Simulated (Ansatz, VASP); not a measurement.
# Cross-check of Zn3SbN3 between VASP and Ansatz, part 2 of 2

Wanted: the spread between two codes on one cell, functional and k mesh. The cell is taken from a series of runs on this material, whose earlier steps may have relaxed, scaled, displaced or heated it; both programs get it as it stands.

VASP 6.6.1 and Ansatz 0.2.0.

So far. Step 2 (VASP: single point, HSE06): The run ends at a pressure of -0.57 GPa, with forces up to 0.95 eV/Å.

**3. Ansatz: single point, HSE06**

Level of this step: Ansatz beside VASP: Kohn-Sham DFT, plane waves, HSE06 (Ansatz).

Ansatz runs on its PAW soft_1 files.

The same cell, functional and mesh now go to Ansatz, which takes its cutoff from its data sets.

File input.yaml:

```yaml
crystal:
  lattice:
    - [3.3938895471, -3.283248115, 0.0]
    - [3.3938895471, 3.283248115, 0.0]
    - [-3.2155964401, 0.0, 4.5561292986]
  atoms:
    - { symbol: Zn, position: [0.6401409604, 0.6401409604, 0.116410275] }
    - { symbol: Zn, position: [0.7594504422, 0.3130973596, 0.5216009281] }
    - { symbol: Zn, position: [0.3130973596, 0.7594504422, 0.5216009281] }
    - { symbol: Sb, position: [0.0615066423, 0.0615066423, 0.000724982] }
    - { symbol: "N", position: [0.4113919126, 0.9420612287, 0.3001819622] }
    - { symbol: "N", position: [0.9420612287, 0.4113919126, 0.3001819622] }
    - { symbol: "N", position: [0.6982114642, 0.6982114642, 0.8114069724] }
kpoints:
  mp_grid: { grid: [4, 4, 4] }
  band_path:
    path:
      - [0.0, 0.0, 0.0]
      - [0.0, 0.0, -0.5]
      - [-0.35449978, 0.35449978, -0.5]
      - [0.35449978, 0.64550022, -0.5]
      - [0.5, 0.5, -0.5]
      - [-0.5, 0.5, 0.0]
      - [0.0, 0.5, -0.5]
      - [0.0, 0.5, 0.0]
      - [-0.25, 0.25, 0.0]
      - [0.0, 0.0, -0.3]
    npoints: 1
hamiltonian:
  xc: hse06
  pseudopotentials: { kind: paw, azcp: { folder: soft_1 } }
scf:
  occupations: { method: fixed }
  n_extra_bands: 6
output:
  eigenvalues: true
```

The run is started by

```console
$ ansatz run input.yaml --threads 2 --pin off --max-ram 92160MiB --backend cuda --events-out ev --progress --plain --runs-dir out --devices 1 --max-vram 13GiB
```

Numbers of over 12 decimals in the logs are rounded to 6 here.

Log:

```text
scf.n_extra_bands = 6 over 33 filled bands (N_el = 66.0): the run solves 39 bands
GPUs: using 1 of 1 available (devices: 1).
Engine: ansatz 0.2.0, x86_64-unknown-linux-gnu
Pseudopotentials: kind: paw
Pseudopotential: Zn, paw, valence charge 12, recommended cutoff 420 eV (normal), soft_1/Zn.paw.azcp
Pseudopotential: Sb, paw, valence charge 15, recommended cutoff 420 eV (normal), soft_1/Sb.paw.azcp
Pseudopotential: N, paw, valence charge 5, recommended cutoff 420 eV (normal), soft_1/N.paw.azcp
Functional definition: HSE06
  parameter a = 0.25
  parameter omega = 0.11/bohr
  exchange = pbe_x - a*pbe_x_sr(omega) + a*exact_x_sr(omega)
  correlation = pbe_c
davidson cushion auto → on  (no smearing: the cushion is to keep the highest requested band from converging to the state above it; pin scf.eigensolver.cushion to override)
device memory: the entry about to start is reckoned to put 1.4 GiB on a device that reports 43.3 GiB free (of which the cap on the GPU budget leaves the run 13.0 GiB)
GPU FFT provider: cuFFT
GPU libraries: cuBLAS 13.8.2, cuFFT 12.4.0, cuSOLVER 12.3.4
Crystal: 7 atoms, lattice volume = 101.538 Å³
Basis set: ecut = 420 eV, 1987 PW (Γ)
Bands: 39, of which v1, the nominal top of the filled ones, is band 33 counted from 1 (32 counted from 0)
Symmetry: 2 space group operations
Space group: Cm (ITA 8), of the structure as read, at distance tolerance 4.7e-5 Å
k-points: 24 of 64 (time reversal used)
Non-local potential: Zn, projectors of the file, l = 0: 2, l = 1: 2, l = 2: 3, l = 3: 1
Non-local potential: Sb, projectors of the file, l = 0: 2, l = 1: 2, l = 2: 2, l = 3: 1
Non-local potential: N, projectors of the file, l = 0: 2, l = 1: 2, l = 2: 1
PAW form: soft (Blöchl's): semilocal exchange-correlation on the pseudo side does not see the compensation charge
PAW frozen core: Zn, regenerated for the run's functional, and the local potential with it (the file was generated under x = pbe(κ = 0.804, μ = 0.219515), c = pbe(β = 0.066725))
PAW frozen core: Sb, regenerated for the run's functional, and the local potential with it (the file was generated under x = pbe(κ = 0.804, μ = 0.219515), c = pbe(β = 0.066725))
PAW frozen core: N, regenerated for the run's functional, and the local potential with it (the file was generated under x = pbe(κ = 0.804, μ = 0.219515), c = pbe(β = 0.066725))
PAW one-centre angular grid: Zn, 590 points (default); XC on 64 Gauss nodes
PAW one-centre angular grid: Sb, 590 points (default); XC on 64 Gauss nodes
PAW one-centre angular grid: N, 110 points (default); XC on 64 Gauss nodes
Initial density: superposition of atomic densities (chi_scale 0.1, normalization cell, long waves kept (reshape's long-wave potential 0.03 eV rms))
Initial wavefunctions: pseudopotential atomic-orbital guess
GPU buffer pool allocated for 40960 grid points (all kernels)
GPU transforms: local potential and band sums: pruned to the plane-wave sphere, on 32×32×40
Functional: x = pbe(κ = 0.804, μ = 0.219515), c = pbe(β = 0.066725), warm-up for x = pbe(κ = 0.804, μ = 0.219515) + 0.25 (exact − pbe) at short range (hse, ω = 0.207870 Å⁻¹), c = pbe(β = 0.066725); HSE06 as pw.x's `hse` composes it (authors' and Libxc's form: `xc: wpbeh`)
SCF iter   1: F=—  HF=-17594.517604 eV  |F-HF|=—  |Δ(HF+E_count)|=         —  Δρ=7.84e-2  dr2=7.44e0  ethr=1.00e-1  ⟨swp⟩=6.2  Hψ=3081  notcnv=0
preconditioner: auto → none  [insulator: Δε(μ)=2.178 eV  Ē_g=14.132 eV  n_scr=30 (ndim 8)  ℏωp=29.9 eV  f_vac=0.005]
SCF iter   2: F=—  HF=-17593.656343 eV  |F-HF|=—  |Δ(HF+E_count)|=   8.61e-1  Δρ=6.25e-2  dr2=3.64e0  ethr=1.13e-2  ⟨swp⟩=4.1  Hψ=2794  notcnv=0  defer=1
iter 3 solved again at ethr=2.18e-4 eV; its pass at ethr=5.51e-3 eV (dr2=1.44e-1 eV) is discarded
SCF iter   3: F=—  HF=-17592.785745 eV  |F-HF|=—  |Δ(HF+E_count)|=   8.71e-1  Δρ=1.60e-2  dr2=1.46e-1  ethr=2.18e-4  ⟨swp⟩=3.1  Hψ=4577  notcnv=0
SCF iter   4: F=—  HF=-17592.804259 eV  |F-HF|=—  |Δ(HF+E_count)|=   1.85e-2  Δρ=9.21e-3  dr2=7.45e-2  ethr=2.18e-4  ⟨swp⟩=3.0  Hψ=2663  notcnv=0
SCF iter   5: F=—  HF=-17592.785627 eV  |F-HF|=—  |Δ(HF+E_count)|=   1.86e-2  Δρ=2.36e-3  dr2=6.54e-3  ethr=1.13e-4  ⟨swp⟩=3.0  Hψ=2600  notcnv=0
SCF iter   6: F=—  HF=-17592.785075 eV  |F-HF|=—  |Δ(HF+E_count)|=   5.52e-4  Δρ=1.51e-3  dr2=1.75e-3  ethr=9.91e-6  ⟨swp⟩=3.0  Hψ=2399  notcnv=0
SCF iter   7: F=-17592.784852 eV  HF=-17592.784858 eV  |F-HF|=6.07e-6  |Δ(HF+E_count)|=   2.17e-4  Δρ=4.67e-4  dr2=1.28e-4  ethr=2.65e-6  ⟨swp⟩=3.0  Hψ=2219  notcnv=0
SCF 1 stopped early in 7 iterations: F = -17592.784852 eV  dr2 = 1.28e-4
  greatest PAW one-centre occupation: 0.996 electrons in one spin orbital (limit 2), on the Sb atom at site 3 (counted from 0), in its partial waves of l = 2
device memory: the entry about to start is reckoned to put 1.7 GiB (of the 1.9 GiB reckoned in all, the device holds 0.2 GiB already) on a device that reports 45.9 GiB free (of which the cap on the GPU budget leaves the run 12.9 GiB)
GPU FFT provider: cuFFT
GPU libraries: cuBLAS 13.8.2, cuFFT 12.4.0, cuSOLVER 12.3.4
Initial density: handed on by an earlier stage of this run
Initial wavefunctions: those handed on with the density
GPU buffer pool allocated for 40960 grid points (all kernels)
GPU transforms: local potential and band sums: pruned to the plane-wave sphere, on 32×32×40
Functional: x = pbe(κ = 0.804, μ = 0.219515) + 0.25 (exact − pbe) at short range (hse, ω = 0.207870 Å⁻¹), c = pbe(β = 0.066725); HSE06 as pw.x's `hse` composes it (authors' and Libxc's form: `xc: wpbeh`)
Exchange kernel: α = 0.2500, screened, ω = 0.2079 Å⁻¹, Wigner–Seitz truncation, v(0) = 1044.6088 eV·Å³, q-mesh 4×4×4, nearest image of the exchange supercell L = 18.89 Å, pair-density grid 20×20×24, without the augmentation charges, whose exchange is taken in its separable form by FFT convolution over the k-point mesh (sized by the pseudopotential files, 30×30×32 at the most), smooth part of the exact exchange by density-matrix convolution in up to 3.46 GiB of GPU memory as planned if the GPU has room (build and FFT work areas not counted)
Frozen-core exchange: fock
SCF iter   1: F=—  HF=-17596.607447 eV  |F-HF|=—  |Δ(HF+E_count)|=         —  Δρ=2.64e-2  dr2=4.07e-1  ethr=1.94e-6  ⟨swp⟩=8.9  Hψ=6113  notcnv=0
preconditioner: auto → none  [insulator: Δε(μ)=2.427 eV  Ē_g=12.860 eV  n_scr=30 (ndim 8)  ℏωp=27.6 eV  f_vac=0.022]
SCF iter   2: F=—  HF=-17596.495798 eV  |F-HF|=—  |Δ(HF+E_count)|=   1.12e-1  Δρ=6.91e-3  dr2=4.77e-2  ethr=1.94e-6  ⟨swp⟩=6.0  Hψ=4611  notcnv=0
SCF iter   3: F=—  HF=-17596.517377 eV  |F-HF|=—  |Δ(HF+E_count)|=   2.16e-2  Δρ=4.74e-3  dr2=1.61e-2  ethr=1.94e-6  ⟨swp⟩=5.2  Hψ=4096  notcnv=0  defer=1
SCF iter   4: F=—  HF=-17596.515540 eV  |F-HF|=—  |Δ(HF+E_count)|=   1.84e-3  Δρ=1.87e-3  dr2=1.80e-3  ethr=1.94e-6  ⟨swp⟩=4.1  Hψ=3023  notcnv=0
SCF iter   5: F=—  HF=-17596.519696 eV  |F-HF|=—  |Δ(HF+E_count)|=   4.16e-3  Δρ=1.24e-3  dr2=1.11e-3  ethr=1.94e-6  ⟨swp⟩=4.0  Hψ=2927  notcnv=0
SCF iter   6: F=-17596.519290 eV  HF=-17596.519316 eV  |F-HF|=2.59e-5  |Δ(HF+E_count)|=   3.80e-4  Δρ=1.74e-4  dr2=3.43e-5  ethr=1.65e-6  ⟨swp⟩=3.0  Hψ=2696  notcnv=0
SCF 2 stopped early in 6 iterations: F = -17596.519290 eV  dr2 = 3.43e-5
hybrid outer 1: dexx = +4.346e-2 eV, tail = 2.36e-4 eV
GPU FFT provider: cuFFT
GPU libraries: cuBLAS 13.8.2, cuFFT 12.4.0, cuSOLVER 12.3.4
GPU buffer pool allocated for 40960 grid points (all kernels)
GPU transforms: local potential and band sums: pruned to the plane-wave sphere, on 32×32×40
Exchange kernel: α = 0.2500, screened, ω = 0.2079 Å⁻¹, Wigner–Seitz truncation, v(0) = 1044.6088 eV·Å³, q-mesh 4×4×4, nearest image of the exchange supercell L = 18.89 Å, pair-density grid 20×20×24, without the augmentation charges, whose exchange is taken in its separable form by FFT convolution over the k-point mesh (sized by the pseudopotential files, 30×30×32 at the most), smooth part of the exact exchange by density-matrix convolution in up to 3.46 GiB of GPU memory as planned if the GPU has room (build and FFT work areas not counted)
Frozen-core exchange: fock
SCF iter   1: F=—  HF=-17596.517774 eV  |F-HF|=—  |Δ(HF+E_count)|=         —  Δρ=2.13e-4  dr2=4.84e-5  ethr=1.79e-6  ⟨swp⟩=4.0  Hψ=2228  notcnv=0
preconditioner: auto → none  [insulator: Δε(μ)=2.410 eV  Ē_g=12.531 eV  n_scr=30 (ndim 8)  ℏωp=27.6 eV  f_vac=0.026]
iter 2 solved again at ethr=3.21e-9 eV; its pass at ethr=6.87e-8 eV (dr2=2.12e-6 eV) is discarded
SCF iter   2: F=—  HF=-17596.517766 eV  |F-HF|=—  |Δ(HF+E_count)|=   8.80e-6  Δρ=4.84e-5  dr2=2.56e-6  ethr=3.21e-9  ⟨swp⟩=3.1  Hψ=5123  notcnv=0
SCF iter   3: F=—  HF=-17596.517768 eV  |F-HF|=—  |Δ(HF+E_count)|=   2.79e-6  Δρ=3.88e-5  dr2=1.33e-6  ethr=3.21e-9  ⟨swp⟩=5.4  Hψ=2987  notcnv=0  defer=3
SCF iter   4: F=—  HF=-17596.517768 eV  |F-HF|=—  |Δ(HF+E_count)|=   3.06e-7  Δρ=1.29e-5  dr2=1.08e-7  ethr=1.89e-9  ⟨swp⟩=3.0  Hψ=2328  notcnv=0
SCF iter   5: F=-17596.517768 eV  HF=-17596.517768 eV  |F-HF|=1.68e-8  |Δ(HF+E_count)|=   1.50e-8  Δρ=5.83e-6  dr2=5.34e-8  ethr=1.24e-10  ⟨swp⟩=3.2  Hψ=2819  notcnv=0
SCF 3 converged in 5 iterations: F = -17596.517768 eV  dr2 = 5.34e-8
hybrid outer 2: dexx = +3.610e-6 eV, tail = 1.99e-7 eV, Δε = 7.83e-3 eV (about 3.06e-4 eV left of the loop's levels)
device memory: the entry about to start is reckoned to put 0.6 GiB on a device that reports 51.5 GiB free (of which the cap on the GPU budget leaves the run 13.0 GiB)
NSCF: frozen V_eff on 10 k-points
hybrid SCF converged: 2 outer / 11 inner (+7 warm-up), last move |dexx| = 3.61e-6 eV, tail = 1.99e-7 eV
Stability not checked: this state was not tested for a lower state beside it, because the functional holds exact exchange (a hybrid, or Hartree-Fock), whose exchange loop this test does not read (fock_operator; see scf.lower_state_search)
Free energy (F): -17596.517768 eV
Frozen-core exchange: fock
Harris-Foulkes:  -17596.517768 eV  (|F-HF|=1.68e-8)
Internal energy: -17596.517768 eV  (E = F + TS)
E sigma→0 (E₀):  -17596.517768 eV
Fermi energy:    7.804991 eV
--- Per-component energies (eV) ---
  E_band       = -172.352827
  E_kinetic    = 983.882932
  E_local      = -8052.654250  (includes V_loc(G=0)·N_el)
  E_nonlocal   = 2974.227653
  E_hartree    = 3117.336513
  E_xc         = -409.899313
  E_vxc        = -373.545948  (∫ρ·V_xc dr)
  E_exx        = -206.016014  (= α·E_x^exact, valence–valence)
  E_paw        = -10530.928120  (= ΣΔE_a)
  E_vpaw       = -1526.901828  (= ΣTr[D̂ρ^β])
  E_aug_tail   = 0.001978  (compensation charges beyond the density's cutoff)
  E_ewald      = -5474.350033
  E_core_change = 1.880886  (= ΣΔE_core)
  E_smearing   = -0.000000  (= −TS)
  E_closure    = -0.000000  (closes the sum)
  Σ components = -17596.517768   (vs F -17596.517768, Δ=3.64e-12)
--- Band table (eV; the first three rows and the last of 24) ---
  k-point 0: bands = [... 29 lower, 5.0093, 6.4835, 6.7764, 7.1419, 11.1605, 12.1281, 12.9702, 13.3896, ... 2 higher]
  k-point 1: bands = [... 29 lower, 5.5567, 6.4604, 6.7540, 7.6268, 10.2172, 12.1963, 12.5853, 13.5517, ... 2 higher]
  k-point 2: bands = [... 29 lower, 6.1175, 6.2799, 6.5338, 7.5946, 10.6181, 11.3936, 11.7981, 13.9837, ... 2 higher]
  k-point 23: bands = [... 29 lower, 6.4631, 6.6577, 7.0839, 7.5932, 12.1285, 12.9439, 13.6331, 14.0139, ... 2 higher]
```

**4. Comparison**

Known differences besides the potentials themselves: exact exchange at q = 0 is treated differently, which shows on coarse meshes; VASP keeps PBE cores, Ansatz makes them for the functional; fixed occupations in Ansatz, narrow Gaussian smearing in VASP; the data sets hold 66 valence electrons in Ansatz (on its PAW soft_1 files) and 56 in VASP; the cutoff is 420 eV in Ansatz and 520 eV in VASP; VASP takes a coarser grid for exact exchange (PRECFOCK = Fast). Total energies have different zeros and are not compared.

The two programs side by side:

| quantity | Ansatz | VASP | difference |
| --- | --- | --- | --- |
| gap on the k mesh (eV) | 2.412 | 2.413 | -0.001 |

A gap on the mesh is an upper bound, since the band edges may lie between its points.

**5. What came out**

```
difference in gap on the k mesh (single point, HSE06) : -0.0013 eV
```

**Reading.** The difference in gap on the k mesh is -0.0013 eV (single point, HSE06), within the 0.08 eV picked in this series as the mark of a large difference. The data sets hold unlike numbers of valence electrons (66 in Ansatz and 56 in VASP), so part of the differences comes from the potentials. Such differences can come from data sets, numerical settings and the points named under the comparisons, not from the functional's error against experiment.

[Lines on the potential files, build, host, timing and source positions are cut from VASP's logs without a mark.]

[Logs are printed without paths, hosts, clocks, repeated set-up lines and the standing remarks that a program may print on its own settings, such as how far it seeks lower states.]

[Hosts, paths, dates, database ids (printed as entryN), source tags and the programs' standing remarks are cut or masked in the printed files.]
